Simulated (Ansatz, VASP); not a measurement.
# Cross-check of InH between VASP and Ansatz

One calculation is typed for both programs; each brings its own data sets. How far apart do they land? The cell is generated by rule, not measured, and may not be a known phase. The cell is taken from a series of runs on this material, whose earlier steps may have relaxed, scaled, displaced or heated it; both programs get it as it stands.

Program: Ansatz 0.2.0. Level of theory: plane waves, with VASP 6.6.1 beside it; single point at PBE. Results are calculated unless marked as measured.

The structure was built from a prototype and need not be the compound's stable phase.

### Step 1. Starting point

Symmetry: P-3m1, No. 164, trigonal system. Conventional cell: a = 3.772 Å, b = 3.772 Å, c = 5.891 Å, α = 90.00°, β = 90.00°, γ = 120.00°. In has 3 H at 2.18 Å nearest. Nearest to H lie 3 In at 2.18 Å. Farther neighbours are not listed.

Structure file:

```cif
data_structure
_symmetry_space_group_name_H-M 'P 1'
_symmetry_Int_Tables_number 1
_cell_length_a 3.7722
_cell_length_b 3.7722
_cell_length_c 5.8914
_cell_angle_alpha 90.000
_cell_angle_beta 90.000
_cell_angle_gamma 120.000
_cell_volume 72.60
loop_
_atom_site_label
_atom_site_type_symbol
_atom_site_fract_x
_atom_site_fract_y
_atom_site_fract_z
_atom_site_occupancy
In1 In 0.33333 0.66667 0.25004 1
In2 In 0.66667 0.33333 0.74996 1
H3 H 0.66667 0.33333 0.24321 1
H4 H 0.33333 0.66667 0.75679 1
```

### Step 2. VASP: single point, PBE, pair 1

A single point gives forces, pressure and levels at one fixed geometry, so differences don't come from the geometry; what else differs is listed under the comparison.

Lines of VASP's logs that name or quote its potential files are left out, and so is its time.

The input, INCAR:

```
SYSTEM = InH
PREC = Accurate
ENCUT = 500
EDIFF = 1E-06
NELM = 120
ISMEAR = 1
SIGMA = 0.15
LREAL = .FALSE.
ALGO = Normal
GGA = PE
NBANDS = 20
LORBIT = 11
LWAVE = .FALSE.
LCHARG = .FALSE.
ISIF = 2
LASPH = .TRUE.
GGA_COMPAT = .FALSE.
KPAR = 2
```

The input, POSCAR:

```
InH
1.0
    3.7721968407      0.0000025310      0.0000000000
   -1.8861006122      3.2668170266      0.0000000000
    0.0000000000      0.0000000000      5.8913884265
In H
2 2
Direct
    0.3333333333      0.6666666667      0.2500382440
    0.6666666666      0.3333333334      0.7499617560
    0.6666666666      0.3333333334      0.2432104290
    0.3333333333      0.6666666667      0.7567895710
```

The input, KPOINTS:

```
Automatic mesh
0
Gamma
12 12 6
0 0 0
```

The projector-augmented-wave data sets are In_d and H (PBE family, release 64).

Launch:

```
mpirun -np 2 vasp_std
```

Numbers of over 12 decimals in the logs are rounded to 6 here.

The program printed:

```text
[banner, memory and clock lines left out]
running    2 mpi-ranks, on    1 nodes
 distrk:  each k-point on    1 cores,    2 groups
 distr:  one band on    1 cores,    1 groups

 POSCAR found type information on POSCAR InH
 POSCAR found :  2 types and       4 ions
 LDA part: xc-table for (Slater+PW92), standard interpolation
 POSCAR, INCAR and KPOINTS ok, starting setup
 FFT: planning ... GRIDC
 FFT: planning ... GRID_SOFT
 FFT: planning ... GRID
 WAVECAR not read
 entering main loop
       N       E                     dE             d eps       ncg     rms          rms(c)
DAV:   1     0.214083759952E+03    0.21408E+03   -0.13621E+04  4016   0.170E+03
DAV:   2     0.615202888203E+01   -0.20793E+03   -0.20389E+03  4008   0.373E+02
DAV:   3    -0.995680623074E+01   -0.16109E+02   -0.15884E+02  4784   0.122E+02
DAV:   4    -0.104784121226E+02   -0.52161E+00   -0.52000E+00  4520   0.243E+01
DAV:   5    -0.105074865412E+02   -0.29074E-01   -0.29072E-01  5968   0.484E+00    0.450E+00
DAV:   6    -0.100126573290E+02    0.49483E+00   -0.54756E-01  5312   0.714E+00    0.197E+00
DAV:   7    -0.994145005944E+01    0.71207E-01   -0.41968E-01  5608   0.354E+00    0.727E-01
DAV:   8    -0.994380181025E+01   -0.23518E-02   -0.27907E-02  4372   0.124E+00    0.343E-01
DAV:   9    -0.994450626204E+01   -0.70445E-03   -0.28444E-03  5328   0.686E-01    0.141E-01
DAV:  10    -0.994452783050E+01   -0.21568E-04   -0.56408E-04  5364   0.298E-01    0.782E-02
DAV:  11    -0.994453662379E+01   -0.87933E-05   -0.61880E-05  4628   0.577E-02    0.623E-02
DAV:  12    -0.994453856446E+01   -0.19407E-05   -0.71543E-06  4688   0.218E-02    0.365E-02
DAV:  13    -0.994453860189E+01   -0.37430E-07   -0.12367E-06  2648   0.136E-02
   1 F= -.99445386E+01 E0= -.99446026E+01  d E =0.191908E-03
```

OUTCAR, selected parts (step 2):

```text
ion  position               nearest neighbor table
   1  0.333  0.667  0.250-   3 2.18   3 2.18   3 2.18   2 3.66   2 3.66   2 3.66   2 3.66   2 3.66
                             2 3.66
   2  0.667  0.333  0.750-   4 2.18   4 2.18   4 2.18   1 3.66   1 3.66   1 3.66   1 3.66   1 3.66
                             1 3.66
   3  0.667  0.333  0.243-   1 2.18   1 2.18   1 2.18
   4  0.333  0.667  0.757-   2 2.18   2 2.18   2 2.18

  LATTYP: Found a hexagonal cell.
 ALAT       =     3.7721968407
 C/A-ratio  =     1.5617924184

 Subroutine GETGRP returns: Found 12 space group operations
 (whereof 12 operations were pure point group operations)

The static configuration has the point symmetry D_3d.

 Found    100 irreducible k-points:

   k-points           NKPTS =    100   k-points in BZ     NKDIM =    100   number of bands    NBANDS=     20

   dimension x,y,z NGX =    28 NGY =   28 NGZ =   48
   dimension x,y,z NGXF=    56 NGYF=   56 NGZF=   96

   ENCUT  =  500.0 eV  36.75 Ry    6.06 a.u.   6.88  6.88 10.74*2*pi/ulx,y,z

   NELECT =      28.0000    total number of electrons

 k-points in reciprocal lattice and weights: Automatic mesh
   0.00000000  0.00000000  0.00000000       0.001
   0.08333333  0.00000000  0.00000000       0.007
   0.16666667 -0.00000000  0.00000000       0.007
   0.25000000  0.00000000  0.00000000       0.007
   0.33333333 -0.00000000  0.00000000       0.007
   0.41666667  0.00000000  0.00000000       0.007
   0.50000000  0.00000000  0.00000000       0.003
   0.08333333  0.08333333  0.00000000       0.007
   0.16666667  0.08333333  0.00000000       0.014
[...]
0.33333333  0.25000000  0.50000000       0.014
   0.33333333  0.33333333  0.50000000       0.002

 average (electrostatic) potential at core
       1 -96.3366       2 -96.3366       3 -32.1907       4 -32.1907

 E-fermi :   4.9364

 k-point     1 :       0.0000    0.0000    0.0000
  band No.  band energies     occupation
    ...
      9      -9.4423      2.00000
     10      -9.4423      2.00000
     11      -4.3521      2.00000
     12      -1.2916      2.00000
     13       2.4562      2.00000
     14       7.6073     -0.00000
     15       7.9597      0.00000
     16      10.1489      0.00000
     17      10.1489      0.00000
     18      11.9726      0.00000
    ...

 k-point     2 :       0.0833    0.0000    0.0000
  band No.  band energies     occupation
    ...
      9      -9.4475      2.00000
     10      -9.4410      2.00000
     11      -4.2547      2.00000
     12      -1.2094      2.00000
     13       2.5663      2.00000
     14       6.9531     -0.00000
     15       7.7388     -0.00000
     16       9.7336      0.00000
     17      10.1569      0.00000
     18      11.5357      0.00000
    ...

 k-point     3 :       0.1667   -0.0000    0.0000
  band No.  band energies     occupation
    ...
      9      -9.4609      2.00000
     10      -9.4378      2.00000
     11      -3.9622      2.00000
     12      -0.9629      2.00000
     13       2.8926      2.00000
     14       5.5625     -0.00000
     15       7.0863     -0.00000
     16       8.9867      0.00000
     17       9.6611      0.00000
     18      11.1361      0.00000
    ...

  Total       -0.0291919     -0.0291919     -0.0417498     -0.0000000     -0.0000000     -0.0000000
  in kB       -0.6442234     -0.6442234     -0.9213568     -0.0000000     -0.0000000     -0.0000000
  external PRESSURE =      -0.7366012 kB  Pullay stress =       0.0000000 kB

  energy-cutoff  :      500.00
  volume of cell :       72.60
      direct lattice vectors                 reciprocal lattice vectors
     3.772196841  0.000002531  0.000000000     0.265097410  0.153054298  0.000000000
    -1.886100612  3.266817027  0.000000000    -0.000000205  0.306108241  0.000000000
     0.000000000  0.000000000  5.891388426     0.000000000  0.000000000  0.169739275

 POSITION                                       TOTAL-FORCE (eV/Angst)
 -----------------------------------------------------------------------------------
     -0.00000      2.17788      1.47307         0.000000      0.000000      0.067124
      1.88610      1.08894      4.41832        -0.000000     -0.000000     -0.067124
      1.88610      1.08894      1.43285         0.000000      0.000000     -0.105133
     -0.00000      2.17788      4.45854         0.000000     -0.000000      0.105133
 -----------------------------------------------------------------------------------
    total drift:                                0.000000     -0.000000     -0.000000

  FREE ENERGIE OF THE ION-ELECTRON SYSTEM (eV)
  ---------------------------------------------------
  free  energy   TOTEN  =        -9.9445386019 eV

  energy  without entropy=       -9.9447305098  energy(sigma->0) =       -9.94460257

 total charge
# of ion       s       p       d       tot
------------------------------------------
    1        1.040   0.403   9.857  11.301
    2        1.040   0.403   9.857  11.301
    3        0.462   0.011   0.000   0.473
    4        0.462   0.011   0.000   0.473
--------------------------------------------------
tot          3.005   0.828  19.715  23.548

[... 3 further parts left out ...]
```

The run ends at a pressure of -0.07 GPa, with forces up to 0.11 eV/Å.

### Step 3. Ansatz: single point, PBE, pair 1

Ansatz runs on its default PAW (the set named soft_2) files.

The same cell, functional, mesh and smearing now go to Ansatz, which takes its cutoff from its data sets.

The input, input.yaml:

```yaml
crystal:
  lattice:
    - [3.7721968407, 2.531e-06, 0.0]
    - [-1.8861006122, 3.2668170266, 0.0]
    - [0.0, 0.0, 5.8913884265]
  atoms:
    - { symbol: In, position: [0.3333333333, 0.6666666667, 0.250038244] }
    - { symbol: In, position: [0.6666666667, 0.3333333333, 0.749961756] }
    - { symbol: H, position: [0.6666666667, 0.3333333333, 0.243210429] }
    - { symbol: H, position: [0.3333333333, 0.6666666667, 0.756789571] }
kpoints:
  mp_grid: { grid: [12, 12, 6] }
hamiltonian:
  xc: pbe
scf:
  occupations: { method: methfessel_paxton, width: 0.15 }
output:
  forces: true
  stress: true
  eigenvalues: true
```

Launch:

```
ansatz run input.yaml --threads 4 --pin off --max-ram 7168MiB --backend cpu --events-out ev --progress --plain --runs-dir out
```

The program printed:

```text
Engine: ansatz 0.2.0, aarch64-unknown-linux-gnu
Pseudopotentials: kind: paw
Pseudopotential: In, paw, valence charge 13, recommended cutoff 420 eV (normal), In.paw.azcp
Pseudopotential: H, paw, valence charge 1, recommended cutoff 420 eV (normal), H.paw.azcp
Functional definition: PBE
  parameter kappa = 0.804
  parameter beta = 0.066725
  exchange = pbe_x(kappa = kappa, mu = beta*pi^2/3)
  correlation = pbe_c(beta = beta)
Crystal: 4 atoms, lattice volume = 72.600 Å³
Basis set: ecut = 420 eV, 1423 PW (Γ), exchange–correlation on 54×54×80 points (8 copies of the dense FFT grid, shifted against one another)
Bands: 18, of which v1, the nominal top of the filled ones, is band 14 counted from 1 (13 counted from 0)
Symmetry: 12 space group operations
Space group: P-3m1 (ITA 164), of the structure as read, at distance tolerance 4.2e-5 Å
k-points: 100 of 864
Non-local potential: In, projectors of the file, l = 0: 2, l = 1: 2, l = 2: 2, l = 3: 2
Non-local potential: H, projectors of the file, l = 0: 2, l = 1: 1
PAW form: soft (Blöchl's): semilocal exchange-correlation on the pseudo side does not see the compensation charge
PAW one-centre angular grid: In, 590 points (default); XC on 64 Gauss nodes
PAW one-centre angular grid: H, 110 points (default); XC on 64 Gauss nodes
Initial density: superposition of atomic densities (neutral atoms: chi_scale 0, normalization atom), corrected by the library's trained network
Initial wavefunctions: pseudopotential atomic-orbital guess
Functional: x = pbe(κ = 0.804, μ = 0.219515), c = pbe(β = 0.066725)
SCF iter   1: F=—  HF=-11225.491249 eV  |F-HF|=—  |Δ(HF+E_count)|=         —  Δρ=2.96e-3  dr2=8.11e-3  ethr=1.77e-3  ⟨swp⟩=5.6  Hψ=8634  notcnv=0
preconditioner: auto → Kerker (q_TF=auto, 2.328 Å⁻¹)  [metal: Δε(μ)=0.027 eV  Ē_g=14.274 eV  σ=0.150 eV  W_gap=0.15  n_scr=22 (ndim 8)  ℏωp=23.1 eV  f_vac=0.000  D(μ)=1.26/eV (n_scr^D=2)]
SCF iter   2: F=—  HF=-11225.488701 eV  |F-HF|=—  |Δ(HF+E_count)|=   2.55e-3  S|Δr|=    0.00e0  Δρ=1.60e-3  dr2=3.07e-3  ethr=2.90e-5  ⟨swp⟩=1.2  Hψ=2710  notcnv=0
SCF iter   3: F=—  HF=-11225.488440 eV  |F-HF|=—  |Δ(HF+E_count)|=   2.61e-4  S|Δr|=    0.00e0  Δρ=7.57e-4  dr2=3.46e-4  ethr=1.10e-5  ⟨swp⟩=2.9  Hψ=3211  notcnv=0
SCF iter   4: F=—  HF=-11225.488394 eV  |F-HF|=—  |Δ(HF+E_count)|=   4.60e-5  S|Δr|=    0.00e0  Δρ=3.36e-4  dr2=9.22e-5  ethr=1.24e-6  ⟨swp⟩=2.0  Hψ=3171  notcnv=0
SCF iter   5: F=—  HF=-11225.488432 eV  |F-HF|=—  |Δ(HF+E_count)|=   3.76e-5  S|Δr|=    0.00e0  Δρ=1.85e-4  dr2=1.58e-5  ethr=3.29e-7  ⟨swp⟩=2.0  Hψ=3173  notcnv=0
SCF iter   6: F=—  HF=-11225.488426 eV  |F-HF|=—  |Δ(HF+E_count)|=   5.56e-6  S|Δr|=    0.00e0  Δρ=1.70e-5  dr2=3.42e-7  ethr=5.64e-8  ⟨swp⟩=2.0  Hψ=3147  notcnv=0
SCF iter   7: F=—  HF=-11225.488427 eV  |F-HF|=—  |Δ(HF+E_count)|=   2.60e-7  S|Δr|=    0.00e0  Δρ=1.82e-5  dr2=1.59e-7  ethr=3.57e-10  ⟨swp⟩=6.1  Hψ=8508  notcnv=0
SCF iter   8: F=-11225.488427 eV  HF=-11225.488427 eV  |F-HF|=1.13e-8  |Δ(HF+E_count)|=   6.67e-8  S|Δr|=    0.00e0  Δρ=4.68e-6  dr2=1.25e-8  ethr=3.57e-10  ⟨swp⟩=4.0  Hψ=5388  notcnv=0
SCF 1 converged in 8 iterations: F = -11225.488427 eV  dr2 = 1.25e-8
  greatest PAW one-centre occupation: 0.983 electrons in one spin orbital (limit 2), on the In atom at site 1 (counted from 0), in its partial waves of l = 2
SCF converged after 8 iterations
Stability not checked: this state was not tested for a lower state beside it, because cold or Methfessel-Paxton smearing, or corrected tetrahedra, fill the levels in a way that the test cannot read (fill_not_monotonic; see scf.lower_state_search)
Free energy (F): -11225.488427 eV
Harris-Foulkes:  -11225.488427 eV  (|F-HF|=1.13e-8)
Internal energy: -11225.488624 eV  (E = F + TS)
E sigma→0 (E₀):  -11225.488476 eV
Entropy (-TS):   0.000198 eV (0.049 meV/atom)
Fermi energy:    6.979500 eV
--- Per-component energies (eV) ---
  E_band       = -126.565369
  E_kinetic    = 505.648030
  E_local      = -2498.423320  (includes V_loc(G=0)·N_el)
  E_nonlocal   = 734.857432
  E_hartree    = 974.547514
  E_xc         = -448.458818
  E_vxc        = -221.024661  (∫ρ·V_xc dr)
  E_paw        = -8303.796096  (= ΣΔE_a)
  E_vpaw       = -596.710935  (= ΣTr[D̂ρ^β])
  E_aug_tail   = -0.001956  (compensation charges beyond the density's cutoff)
  E_ewald      = -2189.861410
  E_smearing   = 0.000198  (= −TS)
  E_closure    = -0.000000  (closes the sum)
  Σ components = -11225.488427   (vs F -11225.488427, Δ=0.00e0)
--- Forces (eV/Å), atoms counted from 1 ---
  atom   1  In    -0.00000000     0.00000000     0.06761963
  atom   2  In     0.00000000    -0.00000000    -0.06761963
  atom   3  H      0.00000000     0.00000000    -0.10580573
  atom   4  H     -0.00000000     0.00000000     0.10580573
  max |Σ_I F_I| component: 3.70e-17 eV/Å
--- Stress (GPa, compression-positive) ---
        0.007491       0.000000       0.000000
        0.000000       0.007491       0.000000
        0.000000       0.000000      -0.019761
  P = ⅓ Tr σ = -0.0016 GPa (-0.016 kbar)
--- Band table (eV; the first three rows and the last of 100) ---
  k-point 0: bands = [... 10 lower, -2.3094, 0.7507, 4.4999, 9.6506, 10.0019, 12.1924, 12.1924, 14.0155]
  k-point 1: bands = [... 10 lower, -2.1921, 0.3162, 5.1527, 9.7225, 9.8488, 12.3023, 12.3023, 13.9127]
  k-point 2: bands = [... 10 lower, -1.8420, -0.5010, 6.5850, 9.3043, 10.0179, 12.0379, 12.6171, 12.6171]
  k-point 99: bands = [... 10 lower, 2.1542, 2.1542, 3.5009, 3.5009, 6.5470, 6.5759, 11.0298, 11.0298]
```

The run ends at a pressure of 0.00 GPa, with forces up to 0.11 eV/Å.

### Step 4. Side by side

Known differences besides the potentials themselves: the cutoff is 420 eV in Ansatz and 500 eV in VASP. Total energies have different zeros and are not compared.

The two programs side by side:

```
      quantity  Ansatz   VASP  difference
pressure (GPa)    0.00  -0.07       +0.07
```

Forces (eV/Å; atoms numbered as in POSCAR):

```
atom        Ansatz x, y, z          VASP x, y, z
 In1   0.000, 0.000, 0.068   0.000, 0.000, 0.067
 In2  0.000, 0.000, -0.068  0.000, 0.000, -0.067
  H3  0.000, 0.000, -0.106  0.000, 0.000, -0.105
  H4   0.000, 0.000, 0.106   0.000, 0.000, 0.105
```

The forces differ by 0.3 meV/Å r.m.s., which is 0.7 % of the r.m.s. force of 0.051 eV/Å (both taken over all components).

### Step 5. Ansatz: single point, PBE, pair 2

With cell and atoms fixed, the geometry can't cause a difference; cores, projectors, grids and the points listed under the comparison can.

The cell is taken from a series of runs on this material, whose earlier steps may have relaxed, scaled, displaced or heated it; both programs get it as it stands.

input.yaml, the sections that differ from step 3:

```yaml
crystal:
  lattice:
    - [3.7721968407, 2.531e-06, 0.0]
    - [-1.8861006122, 3.2668170266, 0.0]
    - [0.0, 0.0, 5.8913884265]
  atoms:
    - { symbol: In, position: [0.3333333333, 0.6666666667, 0.250076488] }
    - { symbol: In, position: [0.6666666667, 0.3333333333, 0.749923512] }
    - { symbol: H, position: [0.6666666667, 0.3333333333, 0.236420858] }
    - { symbol: H, position: [0.3333333333, 0.6666666667, 0.763579142] }
# kpoints, hamiltonian, scf, output: as in step 3
```

The program printed:

```text
[...]
Crystal: 4 atoms, lattice volume = 72.600 Å³
Basis set: ecut = 420 eV, 1423 PW (Γ), exchange–correlation on 54×54×80 points (8 copies of the dense FFT grid, shifted against one another)
Bands: 18, of which v1, the nominal top of the filled ones, is band 14 counted from 1 (13 counted from 0)
Symmetry: 12 space group operations
[...]
k-points: 100 of 864
[...]
--- Band table (eV; the first three rows and the last of 100) ---
  k-point 0: bands = [... 10 lower, -2.3102, 0.7609, 4.4866, 9.6308, 10.0366, 12.1924, 12.1924, 14.0164]
  k-point 1: bands = [... 10 lower, -2.1933, 0.3250, 5.1397, 9.6869, 9.9014, 12.3022, 12.3022, 13.9138]
  k-point 2: bands = [... 10 lower, -1.8454, -0.4916, 6.5641, 9.3337, 10.0161, 12.0353, 12.6166, 12.6166]
  k-point 99: bands = [... 10 lower, 2.1529, 2.1529, 3.5071, 3.5071, 6.5341, 6.5907, 11.0357, 11.0357]
[key lines of the parts left out:]
SCF converged after 8 iterations
Free energy (F): -11225.501060 eV
Fermi energy:    6.984279 eV
P = ⅓ Tr σ = 0.0088 GPa (0.088 kbar)
```

The run ends at a pressure of 0.01 GPa, with forces up to 0.21 eV/Å.

### Step 6. VASP: single point, PBE, pair 2

The same cell, functional, mesh and smearing now go to VASP, with its own data sets.

INCAR is that of step 2.

The input, POSCAR:

```
InH
1.0
    3.7721968407      0.0000025310      0.0000000000
   -1.8861006122      3.2668170266      0.0000000000
    0.0000000000      0.0000000000      5.8913884265
In H
2 2
Direct
    0.3333333333      0.6666666667      0.2500764880
    0.6666666666      0.3333333334      0.7499235120
    0.6666666666      0.3333333334      0.2364208580
    0.3333333333      0.6666666667      0.7635791420
```

KPOINTS is that of step 2.

Launch:

```
mpirun -np 2 vasp_std
```

The program printed:

```text
[... set-up lines as in an earlier step ...]
 entering main loop
       N       E                     dE             d eps       ncg     rms          rms(c)
DAV:   1     0.214061840145E+03    0.21406E+03   -0.13621E+04  4016   0.170E+03
DAV:   2     0.614821752032E+01   -0.20791E+03   -0.20388E+03  4012   0.373E+02
DAV:   3    -0.997248192615E+01   -0.16121E+02   -0.15895E+02  4796   0.122E+02
DAV:   4    -0.104940455232E+02   -0.52156E+00   -0.52042E+00  4500   0.243E+01
[...]
DAV:  11    -0.995708964474E+01    0.86115E-06   -0.11091E-04  4324   0.789E-02    0.511E-02
DAV:  12    -0.995709305126E+01   -0.34065E-05   -0.15096E-05  5264   0.255E-02    0.385E-02
DAV:  13    -0.995709301480E+01    0.36453E-07   -0.13797E-06  2924   0.159E-02
   1 F= -.99570930E+01 E0= -.99569141E+01  d E =-.536628E-03
```

From OUTCAR (step 6):

```text
  Total       -0.0010277     -0.0010277     -0.0722330     -0.0000000      0.0000000     -0.0000000
  in kB       -0.0226804     -0.0226804     -1.5940758     -0.0000000      0.0000000     -0.0000000
  external PRESSURE =      -0.5464788 kB  Pullay stress =       0.0000000 kB

 POSITION                                       TOTAL-FORCE (eV/Angst)
 -----------------------------------------------------------------------------------
     -0.00000      2.17788      1.47330         0.000000     -0.000000      0.126466
      1.88610      1.08894      4.41809        -0.000000      0.000000     -0.126466
      1.88610      1.08894      1.39285         0.000000      0.000000     -0.208244
     -0.00000      2.17788      4.49854         0.000000      0.000000      0.208244
 -----------------------------------------------------------------------------------
    total drift:                                0.000000     -0.000000     -0.000000

  FREE ENERGIE OF THE ION-ELECTRON SYSTEM (eV)
  ---------------------------------------------------
  free  energy   TOTEN  =        -9.9570930148 eV

  energy  without entropy=       -9.9565563870  energy(sigma->0) =       -9.95691414

[... 2 parts as in an earlier step ...]

[... 1 further part left out ...]
[key lines of the parts left out:]
E-fermi :   4.9411
```

The run ends at a pressure of -0.05 GPa, with forces up to 0.21 eV/Å.

(Continued in part 2 of 2.)

[Lines on the potential files, build, host, timing and source positions are cut from VASP's logs without a mark.]

[Logs are printed without paths, hosts, clocks, repeated set-up lines and the standing remarks that a program may print on its own settings, such as how far it seeks lower states.]

[Hosts, paths, dates, database ids (printed as entryN), source tags and the programs' standing remarks are cut or masked in the printed files.]
